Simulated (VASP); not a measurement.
Output of a VASP run:

**OSZICAR**
```
       N       E                     dE             d eps       ncg     rms          rms(c)
DAV:   1     0.205999924598E+03    0.20600E+03   -0.18598E+04   920   0.131E+03
DAV:   2    -0.399089368646E+02   -0.24591E+03   -0.24144E+03  1187   0.323E+02
DAV:   3    -0.501370851639E+02   -0.10228E+02   -0.10214E+02  1206   0.673E+01
DAV:   4    -0.503164973427E+02   -0.17941E+00   -0.17937E+00  1329   0.800E+00
DAV:   5    -0.503187030967E+02   -0.22058E-02   -0.22057E-02  1239   0.719E-01    0.648E+01
DAV:   6    -0.435910513374E+02    0.67277E+01   -0.39638E+01  1053   0.375E+01    0.557E+01
DAV:   7    -0.435139676924E+02    0.77084E-01   -0.21143E+00  1213   0.971E+00    0.331E+01
DAV:   8    -0.435021633511E+02    0.11804E-01   -0.21207E-01  1153   0.401E+00    0.470E+00
DAV:   9    -0.434910404912E+02    0.11123E-01   -0.73153E-02  1137   0.168E+00    0.167E+00
DAV:  10    -0.434907801897E+02    0.26030E-03   -0.86907E-03  1159   0.624E-01    0.475E-01
DAV:  11    -0.434906941786E+02    0.86011E-04   -0.61767E-04  1152   0.173E-01    0.110E-01
DAV:  12    -0.434907255348E+02   -0.31356E-04   -0.72137E-05  1260   0.595E-02    0.158E-01
DAV:  13    -0.434907282928E+02   -0.27580E-05   -0.74426E-06  1181   0.198E-02    0.814E-03
DAV:  14    -0.434907281215E+02    0.17129E-06   -0.61669E-07   810   0.551E-03
   1 F= -.43490728E+02 E0= -.43490728E+02  d E =-.128251E-10
```

OUTCAR:
```
------------------------ aborting loop because EDIFF is reached ----------------------------------------
  FORCE on cell =-STRESS in cart. coord.  units (eV):
  Direction    XX          YY          ZZ          XY          YZ          ZX
  --------------------------------------------------------------------------------------
  Total        2.6454061      2.6454061      2.6454061      0.0000000      0.0000000      0.0000000
  in kB       60.4968758     60.4968758     60.4968758      0.0000000      0.0000000      0.0000000
  external PRESSURE =      60.4968758 kB  Pullay stress =       0.0000000 kB
  volume of cell :       70.06
      direct lattice vectors                 reciprocal lattice vectors
     4.122462000  0.000000000  0.000000000     0.242573491  0.000000000  0.000000000
     0.000000000  4.122462000  0.000000000     0.000000000  0.242573491  0.000000000
     0.000000000  0.000000000  4.122462000     0.000000000  0.000000000  0.242573491
 POSITION                                       TOTAL-FORCE (eV/Angst)
 -----------------------------------------------------------------------------------
      0.00000      0.00000      0.00000         0.000000      0.000000      0.000000
      2.06123      2.06123      2.06123         0.000000      0.000000      0.000000
      2.06123      0.00000      2.06123         0.000000      0.000000      0.000000
      0.00000      2.06123      2.06123         0.000000      0.000000      0.000000
      2.06123      2.06123      0.00000         0.000000      0.000000      0.000000
 -----------------------------------------------------------------------------------
    total drift:                                0.000000      0.000000      0.000000
  FREE ENERGIE OF THE ION-ELECTRON SYSTEM (eV)
  ---------------------------------------------------
  free  energy   TOTEN  =       -43.4907281215 eV

  energy  without entropy=      -43.4907281215  energy(sigma->0) =      -43.49072812
```
(Selected blocks of OUTCAR.)

File POSCAR:
```
BaHfO3
1
    4.1224620000     0.0000000000     0.0000000000
    0.0000000000     4.1224620000     0.0000000000
    0.0000000000     0.0000000000     4.1224620000
Ba Hf O
1 1 3
Direct
  0.0000000000   0.0000000000   0.0000000000
  0.5000000000   0.5000000000   0.5000000000
  0.5000000000   0.0000000000   0.5000000000
  0.0000000000   0.5000000000   0.5000000000
  0.5000000000   0.5000000000   0.0000000000
```

Question: Reconstruct the remaining input files.

Answer: Several could match; the one computed here: the input of the run itself, PBE GGA, plane waves, VASP's PBE PAW potentials (set 64).

INCAR:
```
# general
SYSTEM =BaHfO3
PREC   =Accurate
ENCUT  =400   # plane-wave cut-off (eV)
LREAL  =.False.   # projection in real space or not
LASPH  =.True.

# electronic loop
EDIFF  =1E-6
NELM   =100   # most electronic steps
ALGO   =Normal   # blocked Davidson
LMAXMIX=6   # l cut-off of mixed one-centre charges

# smearing
ISMEAR =-1
SIGMA  =0.02   # width (eV)

# functional
GGA    =PE   # PBE

# ions
ISIF   =2   # forces and stress, cell fixed

# output
LWAVE  =.False.
LCHARG =.False.
```

### KPOINTS
```
Regular mesh
0
Gamma
  6 6 6
```

POTCAR, in this order: Ba_sv Hf_pv O (PBE.64 set). Program: vasp_std.

At this cut-off the stress carries a Pulay error, which pulls relaxed volumes low.

The structure is a typed BaHfO3 crystal. The cell was not relaxed at this level.
